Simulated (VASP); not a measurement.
Output of a VASP run:

**OUTCAR**
```
 ion  position               nearest neighbor table
   1  0.499  0.001  0.001-  45 1.89  53 1.89  61 1.91  32 1.92  18 3.06   5 3.08  22 3.09   2 3.09
                             8 3.10   3 3.10  15 3.10  13 3.10  23 3.10   7 3.12   9 3.14
   2  0.749  0.251  0.002-  54 1.90  33 1.90  32 1.90  43 1.90   3 3.08   6 3.09  16 3.09   1 3.09
                            14 3.09   4 3.10  23 3.11  24 3.11  13 3.11  28 3.11  10 3.15   9 3.15
   3  0.750  0.001  0.251-  32 1.89  48 1.89  34 1.89  38 1.89  18 3.07   2 3.08   9 3.09  16 3.09
                             7 3.10   4 3.10  19 3.10   1 3.10  25 3.10  21 3.10  11 3.10  12 3.11
   4  1.000  0.001  0.001-  35 1.89  38 1.89  43 1.89  62 1.90  25 3.08   8 3.08  13 3.08  28 3.08
                             5 3.09   7 3.09   3 3.10  16 3.10   2 3.10  31 3.10  22 3.10  15 3.11
   5  0.250  0.249  0.002-  35 1.89  53 1.89  59 1.91  36 1.92   1 3.08   8 3.08   4 3.09  17 3.09
                            28 3.09  16 3.09  22 3.10   6 3.10  23 3.11  14 3.12  29 3.13   9 3.14
   6  0.500  0.500  0.002-  54 1.90  60 1.90  36 1.90  37 1.90   2 3.09  15 3.10  29 3.10  30 3.10
                            24 3.10  23 3.10   7 3.10   5 3.10  17 3.12  18 3.12
   7  0.751  0.750  0.002-  38 1.89  55 1.89  61 1.91  37 1.92  14 3.08  25 3.08   4 3.09  18 3.09
                            13 3.09   3 3.10  31 3.10   6 3.10  24 3.11   1 3.12  30 3.13  10 3.14
   8  0.248  0.999  0.250-  39 1.87  56 1.89  35 1.89  45 1.89  25 3.06  18 3.06   4 3.08   5 3.08
                            27 3.09  20 3.10  15 3.10   1 3.10  16 3.10  19 3.10   9 3.10  11 3.11
   9  0.499  0.249  0.260-  39 1.88  32 1.91  36 1.94  63 2.60  20 3.02  11 3.04   3 3.09   8 3.10
                            12 3.11  10 3.12  17 3.14   5 3.14   1 3.14   2 3.15
  10  0.751  0.501  0.260-  40 1.88  33 1.91  37 1.94  63 2.60  21 3.02  26 3.05  16 3.09  25 3.10
                            12 3.11   9 3.12  18 3.14   7 3.14  14 3.14   2 3.15
  11  0.499  0.999  0.501-  58 1.89  39 1.90  48 1.90  41 1.90   9 3.04  18 3.07  27 3.08  20 3.08
                            22 3.08  30 3.09  23 3.10   3 3.10  21 3.11   8 3.11  13 3.11  12 3.11
  12  0.754  0.247  0.507-  34 1.88  42 1.89  41 1.89  63 2.98  19 3.04  28 3.05  13 3.05  24 3.07
                            23 3.08  16 3.11  10 3.11   3 3.11  26 3.11   9 3.11  11 3.11
  13  0.751  0.999  0.752-  52 1.89  43 1.90  41 1.90  61 1.90  12 3.05  31 3.08   4 3.08  19 3.08
                             7 3.09  28 3.10   1 3.10  21 3.11  11 3.11   2 3.11  30 3.12  23 3.12
  14  0.999  0.501  0.001-  44 1.89  55 1.89  59 1.91  33 1.92  17 3.06   7 3.08  31 3.09   2 3.09
                            25 3.10  16 3.10  15 3.10  28 3.10  24 3.10   5 3.12  10 3.14
  15  0.250  0.750  0.999-  45 1.89  44 1.89  62 1.90  60 1.91  31 3.09  22 3.09  17 3.10  18 3.10
                             6 3.10   8 3.10  25 3.10   1 3.10  14 3.10   4 3.11  29 3.12  30 3.12
  16  0.999  0.251  0.251-  33 1.89  46 1.89  34 1.89  35 1.90  17 3.07   2 3.09  10 3.09   3 3.09
                             5 3.09   4 3.10  19 3.10  14 3.10   8 3.10  20 3.10  26 3.11  12 3.11
  17  0.244  0.501  0.249-  44 1.89  46 1.89  36 1.89  47 1.89  63 2.93  14 3.06  25 3.06  26 3.07
                            16 3.07   5 3.09  15 3.10  20 3.10   6 3.12  27 3.13   9 3.14
  18  0.499  0.756  0.249-  45 1.89  48 1.89  47 1.89  37 1.89  63 2.93   1 3.06   8 3.06  11 3.07
                             3 3.07   7 3.09  15 3.10  21 3.10   6 3.12  27 3.13  10 3.14
  19  0.999  0.001  0.502-  49 1.88  52 1.88  56 1.89  34 1.91  12 3.04  27 3.08  13 3.08  28 3.08
                            22 3.10  31 3.10  16 3.10   3 3.10  20 3.10  21 3.10   8 3.10  25 3.10
  20  0.252  0.250  0.499-  50 1.88  39 1.89  46 1.90  49 1.91   9 3.02  29 3.07  11 3.08  23 3.09
                             8 3.10  22 3.10  16 3.10  19 3.10  17 3.10  26 3.11  28 3.11  63 3.14
  21  0.751  0.749  0.499-  51 1.88  40 1.89  48 1.90  52 1.91  10 3.02  30 3.07  26 3.08  24 3.09
                            25 3.10  31 3.10   3 3.10  19 3.10  18 3.10  11 3.11  13 3.11  63 3.14
  22  0.250  0.001  0.751-  49 1.90  62 1.90  58 1.90  53 1.90  27 3.07  28 3.08  11 3.08  15 3.09
                             1 3.09   5 3.10  23 3.10  19 3.10  20 3.10   4 3.10  31 3.10  30 3.14
  23  0.500  0.251  0.750-  50 1.86  41 1.89  54 1.90  53 1.91  29 3.05  12 3.08  20 3.09  24 3.09
                            22 3.10  11 3.10   6 3.10   1 3.10   5 3.11   2 3.11  13 3.12
  24  0.749  0.501  0.750-  51 1.86  42 1.89  54 1.90  55 1.91  30 3.04  12 3.07  21 3.09  23 3.09
                            31 3.10  26 3.10   6 3.10  14 3.10   7 3.11   2 3.11  28 3.12
  25  0.001  0.752  0.250-  40 1.87  56 1.89  38 1.89  44 1.89   8 3.06  17 3.06   7 3.08   4 3.08
                            27 3.09  21 3.10  14 3.10  15 3.10   3 3.10  19 3.10  10 3.10  26 3.11
  26  0.001  0.501  0.501-  57 1.89  46 1.90  40 1.90  42 1.90  10 3.05  17 3.07  27 3.08  21 3.08
                            31 3.08  29 3.09  24 3.10  16 3.11  20 3.11  25 3.11  12 3.11  28 3.11
  27  0.248  0.752  0.503-  47 1.85  57 1.89  58 1.89  56 1.90  22 3.07  31 3.07  30 3.08  29 3.08
                            26 3.08  11 3.08  19 3.08   8 3.09  25 3.09  18 3.13  17 3.13
  28  0.001  0.249  0.752-  49 1.89  43 1.90  42 1.90  59 1.90  12 3.05  22 3.08   4 3.08  19 3.08
                             5 3.09  13 3.10  14 3.10  26 3.11  20 3.11   2 3.11  29 3.12  24 3.12
  29  0.255  0.499  0.746-  50 1.89  60 1.89  57 1.90  59 1.93  23 3.05  30 3.05  20 3.07  27 3.08
                            26 3.09   6 3.10  15 3.12  28 3.12   5 3.13  31 3.14
  30  0.502  0.745  0.746-  51 1.89  60 1.89  58 1.90  61 1.93  24 3.04  29 3.05  21 3.07  27 3.08
                            11 3.09   6 3.10  13 3.12  15 3.12   7 3.13  22 3.14
  31  1.000  0.750  0.751-  62 1.90  52 1.90  57 1.90  55 1.90  27 3.07  13 3.08  26 3.08  15 3.09
                            14 3.09   7 3.10  24 3.10  19 3.10  21 3.10   4 3.10  22 3.10  29 3.14
  32  0.624  0.127  0.129-   3 1.89   2 1.90   9 1.91   1 1.92
  33  0.873  0.376  0.129-  16 1.89   2 1.90  10 1.91  14 1.92
  34  0.874  0.127  0.375-  12 1.88  16 1.89   3 1.89  19 1.91
  35  0.124  0.125  0.126-   4 1.89   5 1.89   8 1.89  16 1.90
  36  0.375  0.377  0.129-  17 1.89   6 1.90   5 1.92   9 1.94
  37  0.623  0.625  0.129-  18 1.89   6 1.90   7 1.92  10 1.94
  38  0.875  0.877  0.126-   4 1.89   7 1.89  25 1.89   3 1.89
  39  0.371  0.120  0.375-   8 1.87   9 1.88  20 1.89  11 1.90
  40  0.880  0.629  0.375-  25 1.87  10 1.88  21 1.89  26 1.90
  41  0.624  0.123  0.628-  12 1.89  23 1.89  13 1.90  11 1.90
  42  0.877  0.376  0.628-  12 1.89  24 1.89  28 1.90  26 1.90
  43  0.875  0.126  0.877-   4 1.89  13 1.90  28 1.90   2 1.90
  44  0.124  0.627  0.123-  14 1.89  17 1.89  25 1.89  15 1.89
  45  0.374  0.877  0.123-   1 1.89  18 1.89   8 1.89  15 1.89
  46  0.124  0.375  0.376-  17 1.89  16 1.89  26 1.90  20 1.90
  47  0.363  0.637  0.368-  27 1.85  18 1.89  17 1.89  63 2.02
  48  0.625  0.877  0.376-  18 1.89   3 1.89  11 1.90  21 1.90
...
```

### OSZICAR
```
       N       E                     dE             d eps       ncg     rms          rms(c)
DAV:   1    -0.537306504411E+03   -0.53731E+03   -0.98039E+00   640   0.793E+00    0.146E+01
DAV:   2    -0.537408393143E+03   -0.10189E+00   -0.31227E-01   696   0.132E+00    0.106E+01
DAV:   3    -0.537395899462E+03    0.12494E-01   -0.35510E-02   744   0.514E-01    0.628E+00
DAV:   4    -0.537393536518E+03    0.23629E-02   -0.19326E-02   744   0.294E-01    0.361E+00
DAV:   5    -0.537394040184E+03   -0.50367E-03   -0.71634E-03   736   0.156E-01    0.209E+00
DAV:   6    -0.537395503193E+03   -0.14630E-02   -0.48484E-03   720   0.109E-01    0.119E+00
DAV:   7    -0.537396910429E+03   -0.14072E-02   -0.31871E-03   704   0.754E-02    0.694E-01
DAV:   8    -0.537397949027E+03   -0.10386E-02   -0.24249E-03   720   0.622E-02    0.408E-01
DAV:   9    -0.537398698907E+03   -0.74988E-03   -0.17714E-03   704   0.499E-02    0.246E-01
DAV:  10    -0.537399225340E+03   -0.52643E-03   -0.12934E-03   720   0.425E-02    0.156E-01
DAV:  11    -0.537399591640E+03   -0.36630E-03   -0.94419E-04   712   0.372E-02    0.106E-01
DAV:  12    -0.537399848337E+03   -0.25670E-03   -0.67587E-04   720   0.310E-02    0.774E-02
DAV:  13    -0.537400028267E+03   -0.17993E-03   -0.47668E-04   688   0.257E-02    0.602E-02
DAV:  14    -0.537400154694E+03   -0.12643E-03   -0.33938E-04   672   0.217E-02    0.485E-02
DAV:  15    -0.537400244073E+03   -0.89379E-04   -0.24123E-04   656   0.184E-02    0.400E-02
DAV:  16    -0.537400307576E+03   -0.63503E-04   -0.17130E-04   608   0.156E-02    0.333E-02
DAV:  17    -0.537400352840E+03   -0.45264E-04   -0.12211E-04   560   0.134E-02    0.279E-02
DAV:  18    -0.537400385278E+03   -0.32438E-04   -0.87761E-05   544   0.114E-02    0.234E-02
DAV:  19    -0.537400408609E+03   -0.23331E-04   -0.62795E-05   480   0.967E-03    0.197E-02
DAV:  20    -0.537400425452E+03   -0.16843E-04   -0.45298E-05   464   0.819E-03    0.167E-02
DAV:  21    -0.537400437685E+03   -0.12233E-04   -0.32872E-05   464   0.693E-03    0.141E-02
DAV:  22    -0.537400446547E+03   -0.88626E-05   -0.23321E-05   432   0.584E-03
   1 F= -.53740045E+03 E0= -.53740045E+03  d E =-.131308E-12  mag=     1.0000
```

OUTCAR:
```
------------------------ aborting loop because EDIFF is reached ----------------------------------------
  volume of cell :      671.84
      direct lattice vectors                 reciprocal lattice vectors
     8.758331436  0.000000000  0.000000000     0.114176999  0.000000000  0.000000000
     0.000000000  8.758331436  0.000000000     0.000000000  0.114176999  0.000000000
     0.000000000  0.000000000  8.758331436     0.000000000  0.000000000  0.114176999
  FREE ENERGIE OF THE ION-ELECTRON SYSTEM (eV)
  ---------------------------------------------------
  free  energy   TOTEN  =      -537.4004465473 eV

  energy  without entropy=     -537.4004465473  energy(sigma->0) =     -537.40044655

  exchange ACFDT corr.  =         0.00000000  see jH, gK, PRB 81, 115126

 total charge

# of ion       s       p       d       tot
------------------------------------------
    1        0.711   0.974   0.000   1.686
    2        0.710   0.976   0.000   1.686
    3        0.710   0.984   0.000   1.694
    4        0.709   0.984   0.000   1.693
    5        0.712   0.972   0.000   1.684
    6        0.710   0.977   0.000   1.686
    7        0.712   0.972   0.000   1.684
    8        0.712   0.989   0.000   1.701
    9        0.728   0.939   0.000   1.667
   10        0.728   0.939   0.000   1.666
   11        0.708   0.981   0.000   1.689
   12        0.727   0.939   0.000   1.666
   13        0.711   0.973   0.000   1.684
   14        0.711   0.974   0.000   1.685
   15        0.709   0.978   0.000   1.687
   16        0.710   0.984   0.000   1.694
   17        0.709   0.990   0.000   1.698
   18        0.709   0.990   0.000   1.699
   19        0.712   0.980   0.000   1.692
   20        0.708   0.977   0.000   1.686
   21        0.708   0.977   0.000   1.685
   22        0.709   0.976   0.000   1.685
   23        0.710   0.980   0.000   1.690
   24        0.710   0.980   0.000   1.690
   25        0.712   0.989   0.000   1.701
   26        0.708   0.981   0.000   1.689
   27        0.711   0.987   0.000   1.698
   28        0.711   0.973   0.000   1.684
   29        0.708   0.967   0.000   1.674
   30        0.708   0.967   0.000   1.674
   31        0.709   0.976   0.000   1.685
   32        0.835   1.698   0.000   2.533
   33        0.835   1.698   0.000   2.533
   34        0.837   1.709   0.000   2.546
   35        0.835   1.722   0.000   2.556
   36        0.840   1.680   0.000   2.520
   37        0.840   1.679   0.000   2.520
   38        0.835   1.722   0.000   2.557
   39        0.841   1.723   0.000   2.564
   40        0.841   1.723   0.000   2.564
   41        0.838   1.703   0.000   2.541
   42        0.838   1.704   0.000   2.541
   43        0.833   1.715   0.000   2.548
   44        0.838   1.720   0.000   2.558
   45        0.838   1.720   0.000   2.558
   46        0.837   1.716   0.000   2.554
   47        0.857   1.701   0.000   2.558
   48        0.837   1.716   0.000   2.554
   49        0.836   1.713   0.000   2.550
   50        0.844   1.647   0.000   2.491
   51        0.844   1.647   0.000   2.491
   52        0.836   1.713   0.000   2.550
...
```
(Selected blocks of OUTCAR.)

File POSCAR:
```
MoC31Si31
1
    8.7583314356     0.0000000000     0.0000000000
    0.0000000000     8.7583314356     0.0000000000
    0.0000000000     0.0000000000     8.7583314356
Si C Mo
31 31 1
Direct
  0.4993037087   0.0013426597   0.0007399232
  0.7493541634   0.2508324961   0.0023234467
  0.7495868633   0.0012799862   0.2508504796
  0.9995179215   0.0006983953   0.0008528506
  0.2501546357   0.2489584185   0.0022696392
  0.5002945879   0.4999504132   0.0017532793
  0.7512549043   0.7500344413   0.0023381204
  0.2480104206   0.9990391938   0.2497516978
  0.4989257456   0.2491932080   0.2597987570
  0.7510545048   0.5011042152   0.2599447249
  0.4987907997   0.9991331663   0.5013339633
  0.7538378159   0.2466092162   0.5074134055
  0.7510681281   0.9988022541   0.7516331304
  0.9988924168   0.5009009635   0.0007384446
  0.2502918296   0.7499557536   0.9985827744
  0.9990016001   0.2506445892   0.2508540854
  0.2444564436   0.5008749643   0.2493457895
  0.4993888902   0.7557920526   0.2493682324
  0.9989449329   0.0013307829   0.5017620152
  0.2515467121   0.2496210642   0.4992066013
  0.7506048469   0.7487507813   0.4992260076
  0.2501591196   0.0005809029   0.7507098522
  0.4995866672   0.2511905999   0.7495117780
  0.7490668767   0.5007402056   0.7495888084
  0.0010848565   0.7522000954   0.2497189087
  0.0012745853   0.5014945417   0.5014017056
  0.2478499595   0.7524733308   0.5025403327
  0.0014482035   0.2492128393   0.7516290461
  0.2554994506   0.4987770686   0.7461369149
  0.5015658130   0.7448225214   0.7460884382
  0.9996921207   0.7501287195   0.7507697564
  0.6242860933   0.1271672966   0.1286968805
  0.8730385456   0.3758887117   0.1286786608
  0.8735019299   0.1267825228   0.3754384402
  0.1236268266   0.1252424523   0.1260904356
  0.3747208354   0.3772227619   0.1293347462
  0.6230278863   0.6254190226   0.1294517063
  0.8749075649   0.8766151282   0.1260850461
  0.3713366562   0.1201138601   0.3749108669
  0.8800698034   0.6288619426   0.3749806672
  0.6242987784   0.1234037714   0.6275439897
  0.8769584391   0.3761186066   0.6276411069
  0.8746718747   0.1255561568   0.8765505847
  0.1235243704   0.6266898542   0.1232227850
  0.3735902794   0.8766644105   0.1232121129
  0.1237676643   0.3748610762   0.3756012068
  0.3631386420   0.6371640666   0.3677211155
  0.6253844390   0.8765310862   0.3755766872
  0.1244286043   0.1247714875   0.6255547004
  0.3783870041   0.3715853281   0.6228845511
  0.6285836699   0.6217686129   0.6228198038
  0.8755312103   0.8758346916   0.6255877137
  0.3749869046   0.1255860093   0.8763285792
  0.6251383306   0.3751576378   0.8759293522
  0.8746489226   0.6253201638   0.8763916248
  0.1234659953   0.8767186857   0.3761672999
  0.1259436168   0.6251721804   0.6267553076
  0.3752138898   0.8744437985   0.6266615404
  0.1267978490   0.3758082511   0.8753256230
  0.3765027956   0.6238987147   0.8740099571
  0.6244641141   0.8734032209   0.8753666204
  0.1245001051   0.8757860556   0.8753425411
  0.5176068345   0.4825945943   0.4422278372
```

Task: Write an INCAR and KPOINTS that could have produced this output.

Result: One answer among several that fit: the input of the run itself, HSE06 screened hybrid, plane waves, VASP's PBE PAW potentials (set 64).

File KPOINTS:
```
Automatic mesh
0
Gamma
1 1 1
0 0 0
```

INCAR:
```
# general
SYSTEM   = MoC31Si31
PREC     = Normal
ENCUT    = 400   # plane-wave cut-off (eV)
LREAL    = Auto   # projection in real space or not
LASPH    = T
ISYM     = 0
NELECT   = 255.0

# electronic loop
EDIFF    = 1E-5
NELM     = 50
NELMIN   = 4
ALGO     = Normal   # blocked Davidson
LMAXMIX  = 4

# smearing
ISMEAR   = 0
SIGMA    = 0.05

# functional
GGA      = PE   # PBE
LHFCALC  = T
AEXX     = 0.25
HFSCREEN = 0.2   # 1/Angstrom
PRECFOCK = Fast

# spin
ISPIN    = 2   # spin-polarised
MAGMOM   = 63*0.0159
NUPDOWN  = 1

# ions
ISIF     = 0

# output
LWAVE    = F
LCHARG   = F
LORBIT   = 10
```

POTCAR, in this order: Si C Mo (PBE.64 set). Program: vasp_gam. Read from the step before: WAVECAR.

The cell is charged, with a uniform compensating background. The supercell is sampled at Γ alone, which is coarse: total energies, pressure and levels can be off, energies of defects by several tenths of an eV.

The cell is a supercell with a defect, built from SiC (zinc blende): Mo_Si-vac_C, charge -1. The cell's shape comes from a PBE relaxation.
